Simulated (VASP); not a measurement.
Energy against volume of Ir (fcc). Level of theory: optB88-vdW, VASP's PBE PAW potentials (set 64) (plane waves; VASP). Run with 520 eV cut-off, 16×16×16 Γ-centred mesh, first-order Methfessel-Paxton smearing of 0.10 eV, potentials Ir.

```tsv
V (Å³/atom)	E (eV/atom)
14.221	-6.15259
14.661	-6.16867
15.101	-6.15638
15.541	-6.12050
```

Fit these four points and predict the energy of the run at 13.781 Å³/atom.

A cubic in V^(−2/3), the third-order Birch-Murnaghan form, passes through the four points with V0 = 14.68 Å³/atom and B0 = 341 GPa, and gives -6.1025 eV/atom there. The run gave -6.1024 eV/atom, +0.0 meV/atom from the fit; all five points give B0 = 341 GPa.

The compound is Ir in the fcc structure. It was relaxed first.
